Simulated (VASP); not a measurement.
# Mg6ZrFe (Amm2) in VASP: reference runs

Aim: a first look at Mg6ZrFe with PBE, on the cell as given and on a disturbed one.

All numbers are computed with VASP 6.6.1; they aren't measurements. Logs are shortened: lines on timing, memory, paths and dates and some standing lists are left out, and cuts for length are marked.

## 1. The crystal as given

It takes space group Amm2 (No. 38, orthorhombic). Conventional cell: a = 4.870 Å, b = 6.142 Å, c = 11.149 Å, α = 90.00°, β = 90.00°, γ = 90.00°. Around Zr (site symmetry mm2) lie 2 Fe at 2.78 Å and 8 Mg at 3.02 to 3.11 Å. Fe (site symmetry mm2) is surrounded by 2 Zr at 2.78 Å and 8 Mg at 2.97 to 3.13 Å. Mg (site symmetry mm2) is surrounded by 10 Mg at 3.02 to 3.19 Å and 2 Fe at 3.08 Å. Around Mg (site symmetry m) lie 2 Fe at 2.97 to 3.40 Å and 8 Mg at 2.98 to 3.19 Å and 2 Zr at 3.11 Å. Mg (site symmetry mm2) is surrounded by 10 Mg at 3.02 to 3.28 Å and 2 Zr at 3.08 Å. Mg (site symmetry m) is surrounded by 8 Mg at 2.97 to 3.28 Å and 2 Zr at 3.02 to 3.35 Å and 2 Fe at 3.13 Å.

The cell comes from a database or a generator and needn't be the stable form of this composition.

## 2. Single point, PBE, collinear spin, ferromagnetic start

Contents of INCAR:

```
SYSTEM = Mg6ZrFe
ALGO     = Normal         ! electronic algorithm
EDIFF    = 1E-7           ! SCF threshold, eV
ENCUT    = 520            ! plane-wave cutoff, eV
GGA      = PE             ! functional
ISIF     = 2              ! what is computed and relaxed
ISMEAR   = -1             ! smearing method
ISPIN    = 2              ! spin polarisation
LASPH    = .True.         ! aspherical terms in the spheres
LCHARG   = .True.         ! write CHGCAR
LELF     = .True.         ! ELF
LMAXMIX  = 4              ! l up to which the mixer works
LORBIT   = 11             ! projections on sites
LREAL    = .False.        ! projectors in reciprocal space
LVHAR    = .True.       
LWAVE    = .False.        ! write WAVECAR
MAGMOM   = 0 3 0 0 0 0 0 0 ! initial moments
NBANDS   = 30             ! bands
NELM     = 120            ! most SCF steps
PREC     = Accurate       ! precision mode
SIGMA    = 0.05           ! smearing width, eV
```

Contents of KPOINTS:

```
k-points
0
Gamma
  6 5 5
  0 0 0
```

Contents of POSCAR:

```
Mg6ZrFe
1.0
    4.8698750000      0.0000000000      0.0000000000
    0.0000000000      3.0707985000      5.5742640000
    0.0000000000     -3.0707985000      5.5742640000
Zr Fe Mg
1 1 6
Direct
    0.0000000000      0.8108350000      0.8108350000
    0.5000000000      0.6913040000      0.6913040000
    0.5000000000      0.1725120000      0.1725120000
    0.5000000000      0.6766700000      0.1656120000
    0.5000000000      0.1656120000      0.6766700000
    0.0000000000      0.3329190000      0.3329190000
    0.0000000000      0.8168180000      0.3333300000
    0.0000000000      0.3333300000      0.8168180000
```

Potentials or basis: VASP PAW PBE potentials, release 64 (Zr_sv, Fe, Mg).

Started as:

```
cat potpaw_PBE.64/Zr_sv/POTCAR potpaw_PBE.64/Fe/POTCAR potpaw_PBE.64/Mg/POTCAR > POTCAR
mpirun -np 1 vasp_std > vasp.out
```

OUTCAR:

```text
SYSTEM = Mg6ZrFe
   EDIFF = 1E-7
   ENCUT = 520
   GGA = PE
   ISIF = 2
   ISMEAR = -1
   ISPIN = 2
   LASPH = .True.
   LORBIT = 11
   LREAL = .False.
   NELM = 120
   PREC = Accurate

 ion  position               nearest neighbor table
   1  0.000  0.811  0.811-   2 2.78   2 2.78   8 3.02   7 3.02   6 3.08   6 3.08   5 3.11   4 3.11
                             4 3.11   5 3.11   8 3.35   7 3.35
   2  0.500  0.691  0.691-   1 2.78   1 2.78   5 2.97   4 2.97   3 3.08   3 3.08   8 3.13   7 3.13
                             7 3.13   8 3.13
   3  0.500  0.173  0.173-   6 3.02   6 3.02   2 3.08   2 3.08   8 3.10   7 3.10   7 3.10   8 3.10
                             4 3.18   5 3.18   4 3.19   5 3.19
   4  0.500  0.677  0.166-   2 2.97   7 2.98   7 2.98   5 3.00   6 3.06   6 3.06   1 3.11   1 3.11
                             5 3.14   3 3.18   3 3.19
   5  0.500  0.166  0.677-   2 2.97   8 2.98   8 2.98   4 3.00   6 3.06   6 3.06   1 3.11   1 3.11
                             4 3.14   3 3.18   3 3.19
   6  0.000  0.333  0.333-   3 3.02   3 3.02   5 3.06   4 3.06   4 3.06   5 3.06   1 3.08   1 3.08
                             8 3.08   7 3.08   7 3.28   8 3.28
   7  0.000  0.817  0.333-   8 2.97   4 2.98   4 2.98   1 3.02   6 3.08   3 3.10   3 3.10   2 3.13
                             2 3.13   8 3.17   6 3.28   1 3.35
   8  0.000  0.333  0.817-   7 2.97   5 2.98   5 2.98   1 3.02   6 3.08   3 3.10   3 3.10   2 3.13
                             2 3.13   7 3.17   6 3.28   1 3.35

  LATTYP: Found a base centered orthorhombic cell.
 ALAT       =     6.1415970000
 B/A-ratio  =     1.8152490305
 C/A-ratio  =     0.7929330107

  Lattice vectors:

 A1 = (   0.0000000000,   3.0707985000,  -5.5742640000)
 A2 = (   0.0000000000,   3.0707985000,   5.5742640000)
 A3 = (   4.8698750000,   0.0000000000,   0.0000000000)

Analysis of symmetry for initial positions (statically):
=====================================================================
 Subroutine PRICEL returns:
 Original cell was already a primitive cell.

 Routine SETGRP: Setting up the symmetry group for a
 base centered orthorhombic supercell.

 Subroutine GETGRP returns: Found  4 space group operations
 (whereof  4 operations were pure point group operations)
 out of a pool of  8 trial point group operations.

The static configuration has the point symmetry C_2v.

Analysis of symmetry for dynamics (positions and initial velocities):
=====================================================================
 Subroutine PRICEL returns:
 Original cell was already a primitive cell.

 Routine SETGRP: Setting up the symmetry group for a
 base centered orthorhombic supercell.

 Subroutine GETGRP returns: Found  4 space group operations
 (whereof  4 operations were pure point group operations)
 out of a pool of  8 trial point group operations.

The dynamic configuration has the point symmetry C_2v.

Analysis of structural, dynamic, and magnetic symmetry:
=====================================================================
 Subroutine PRICEL returns:
 Original cell was already a primitive cell.

 Routine SETGRP: Setting up the symmetry group for a
 base centered orthorhombic supercell.

 Subroutine GETGRP returns: Found  4 space group operations
 (whereof  4 operations were pure point group operations)
 out of a pool of  8 trial point group operations.

The overall configuration has the point symmetry C_2v.

 Subroutine INISYM returns: Found  4 space group operations
 (whereof  4 operations are pure point group operations),
 and found     1 'primitive' translations

----------------------------------------------------------------------------------------

                                     Primitive cell

  volume of cell :     166.7196

  direct lattice vectors                    reciprocal lattice vectors
     4.869875000  0.000000000  0.000000000     0.205344080  0.000000000  0.000000000
     0.000000000  3.070798500  5.574264000     0.000000000  0.162824099  0.089697940
     0.000000000 -3.070798500  5.574264000     0.000000000 -0.162824099  0.089697940

  length of vectors
     4.869875000  6.364135650  6.364135650     0.205344080  0.185896229  0.185896229

[... 78 lines left out ...]
   dimension x,y,z NGXF=    72 NGYF=   96 NGZF=   96
   ions per type =               1   1   6
   NGX,Y,Z   is equivalent  to a cutoff of  12.29, 12.54, 12.54 a.u.
   NGXF,Y,Z  is equivalent  to a cutoff of  24.58, 25.08, 25.08 a.u.
 SYSTEM =  Mg6ZrFe
   PREC   = accura    normal or accurate (medium, high low for compatibility)
   ISTART =      0    job   : 0-new  1-cont  2-samecut
   ICHARG =      2    charge: 1-file 2-atom 10-const
   ISPIN  =      2    spin polarized calculation?
   LNONCOLLINEAR =      F non collinear calculations
   LSORBIT =      F    spin-orbit coupling
   LASPH  =      T    aspherical Exc in radial PAW
   ENCUT  =  520.0 eV  38.22 Ry    6.18 a.u.   9.05 11.83 11.83*2*pi/ulx,y,z
   NELM   =    120;   NELMIN=  2; NELMDL= -5     # of ELM steps
   EDIFF  = 0.1E-06   stopping-criterion for ELM
   LREAL  =      F    real-space projection
   EDIFFG = 0.1E-05   stopping-criterion for IOM
   NSW    =      0    number of steps for IOM
   IBRION =     -1    ionic relax: 0-MD 1-quasi-New 2-CG
   NFREE  =      0    steps in history (QN), initial steepest desc. (CG)
   ISIF   =      2    stress and relaxation
   ISYM   =      2    0-nonsym 1-usesym 2-fastsym
   POTIM  = 0.5000    time-step for ionic-motion
   TEBEG  =    0.0;   TEEND  =   0.0 temperature during run
   PSTRESS=    0.0 pullay stress
   NELECT =      32.0000    total number of electrons
   NUPDOWN=      -1.0000    fix difference up-down
   EMIN   =  10.00;   EMAX   =-10.00  energy-range for DOS
   EFERMI =   0.00;   METHOD = LEGACY
   ISMEAR =    -1;   SIGMA  =   0.05  broadening in eV -4-tet -1-fermi 0-gaus
   EFERMI_NEDOS =   21; number of points for ismear=-14 and -15
   IALGO  =     38    algorithm
   IMIX   =      4    mixing-type and parameters
     AMIX     =   0.40;   BMIX     =  1.00
     AMIX_MAG =   1.60;   BMIX_MAG =  1.00
  volume/ion in A,a.u.               =      20.84       140.63
  Fermi-wavevector in a.u.,A,eV,Ry     =   0.944342  1.784547 12.133426  0.891782
  Thomas-Fermi vector in A             =   2.072137
   LORBIT       =     11    0 simple, 1 ext, 2 COOP (PROOUT), +10 PAW based schemes
   GGA     = PE    functional components
   LHFCALC =     F    Hartree Fock is set to
   AEXX    =    0.0000 exact exchange contribution
   IVDW    =     0    specifies the selected vdW correction
   LEPSILON=     F    determine dielectric tensor
   LRPA    =     F    only Hartree local field effects (RPA)
 spin polarized calculation
  energy-cutoff  :      520.00
  volume of cell :      166.72
 maximum number of plane-waves:      4510
   NGX = 19   NGY = 23   NGZ = 23

 number of electron      31.9999997 magnetization       1.6202122

 Free energy of the ion-electron system (eV)
  ---------------------------------------------------
  ext. energy  EPLUGINS =         0.00000000
  ---------------------------------------------------
  free energy    TOTEN  =       -24.72799264 eV

  energy without entropy =      -24.67865140  energy(sigma->0) =      -24.70332202

 E-fermi :   3.6370     XC(G=0):  -9.2983

 val. band max:        3.6343264321   @ k =   0.1667  -0.4000   0.4000
 cond. band min:       3.6383462907   @ k =   0.1667   0.2000   0.2000
 fundamental gap:      0.0040198587
 Fermi energy:         3.6369989852

 spin component 1

 k-point     1 :       0.0000    0.0000    0.0000
  band No.  band energies     occupation
      1     -44.9331      1.00000
      2     -23.0202      1.00000
      3     -22.9521      1.00000
      4     -22.9019      1.00000
      5      -3.1300      1.00000
      6       0.7667      1.00000
[... 733 lines left out ...]
     27       8.9596      0.00000
     28       9.0870      0.00000

 [... further k-points ...]

 spin component 2

 k-point     1 :       0.0000    0.0000    0.0000
  band No.  band energies     occupation
      1     -45.1820      1.00000
      2     -23.2862      1.00000
      3     -23.2449      1.00000
      4     -23.2384      1.00000
      5      -3.1713      1.00000
      6       1.0111      1.00000
[... 733 lines left out ...]
     27       8.9428      0.00000
     28       9.0560      0.00000

 [... further k-points ...]

 [bands above 28 left out]

------------------------ aborting loop because EDIFF is reached ----------------------------------------

  FORCE on cell =-STRESS in cart. coord.  units (eV):
  Direction    XX          YY          ZZ          XY          YZ          ZX
  --------------------------------------------------------------------------------------
  -------------------------------------------------------------------------------------
  Total       -0.3362760      0.0215222     -0.0045669      0.0000000      0.0000000      0.0000000
  in kB       -3.2316166      0.2068282     -0.0438877      0.0000000      0.0000000      0.0000000
  external PRESSURE =      -1.0228920 kB  Pullay stress =       0.0000000 kB

 VOLUME and BASIS-vectors are now :
 -----------------------------------------------------------------------------
  energy-cutoff  :      520.00
  volume of cell :      166.72
      direct lattice vectors                 reciprocal lattice vectors
     4.869875000  0.000000000  0.000000000     0.205344080  0.000000000  0.000000000
     0.000000000  3.070798500  5.574264000     0.000000000  0.162824099  0.089697940
     0.000000000 -3.070798500  5.574264000     0.000000000 -0.162824099  0.089697940

 POSITION                                       TOTAL-FORCE (eV/Angst)
 -----------------------------------------------------------------------------------
      0.00000      0.00000      9.03962         0.000000      0.000000     -0.050818
      2.43494      0.00000      7.70702         0.000000      0.000000     -0.008736
      2.43494      0.00000      1.92325         0.000000      0.000000      0.035212
      2.43494      1.56936      4.69510         0.000000      0.002498      0.004364
      2.43494     -1.56936      4.69510         0.000000     -0.002498      0.004364
      0.00000      0.00000      3.71156         0.000000      0.000000     -0.002818
      0.00000      1.48469      6.41123         0.000000      0.003612      0.009217
      0.00000     -1.48469      6.41123         0.000000     -0.003612      0.009217
 -----------------------------------------------------------------------------------
    total drift:                                0.000000     -0.000000     -0.000695

  FREE ENERGIE OF THE ION-ELECTRON SYSTEM (eV)
  ---------------------------------------------------
  free  energy   TOTEN  =       -24.7279926385 eV

  energy  without entropy=      -24.6786514049  energy(sigma->0) =      -24.70332202

 total charge

# of ion       s       p       d       tot
------------------------------------------
    1        2.195   5.954   1.638   9.787
    2        0.414   0.269   6.149   6.833
    3        0.200   0.129   0.014   0.343
    4        0.216   0.145   0.015   0.376
    5        0.216   0.145   0.015   0.376
    6        0.225   0.152   0.015   0.391
    7        0.215   0.145   0.014   0.374
    8        0.215   0.145   0.014   0.374
--------------------------------------------------
tot          3.896   7.084   7.876  18.855

 magnetization (x)

# of ion       s       p       d       tot
------------------------------------------
    1       -0.016  -0.010  -0.395  -0.420
    2        0.029   0.000   2.413   2.442
    3       -0.008  -0.002  -0.000  -0.010
    4       -0.001  -0.007  -0.001  -0.009
    5       -0.001  -0.007  -0.001  -0.009
    6        0.005   0.003  -0.001   0.007
    7       -0.000  -0.006  -0.001  -0.007
    8       -0.000  -0.006  -0.001  -0.007
--------------------------------------------------
tot          0.008  -0.034   2.013   1.987
```

Wall time 7.1 min (1 thread of Intel Xeon Platinum 8488C (Sapphire Rapids), shared host); peak memory 0.54 GiB.

What came out:

```yaml
Free_energy: -24.7280 eV
Pressure: -0.1 GPa
Largest_force: 0.051 eV/Å
Band_gap_on_the_k_mesh: none (metal or under the smearing width)
Net_moment: 1.62 μB per cell
Site_moments: Zr -0.42; Fe +2.44; Mg -0.01, +0.01 μB
Valence_electrons_inside_the_program's_atomic_spheres: Zr 9.79; Fe 6.83; Mg 0.34, 0.38, 0.39, 0.37
```

Forces in eV/Å, atoms in the order of the input:
```
Zr   0.000  0.000 -0.051
Fe   0.000  0.000 -0.009
Mg   0.000  0.000  0.035
Mg   0.000  0.002  0.004
Mg   0.000 -0.002  0.004
Mg   0.000  0.000 -0.003
Mg   0.000  0.004  0.009
Mg   0.000 -0.004  0.009
```

(Continued in part 2 of 2.)
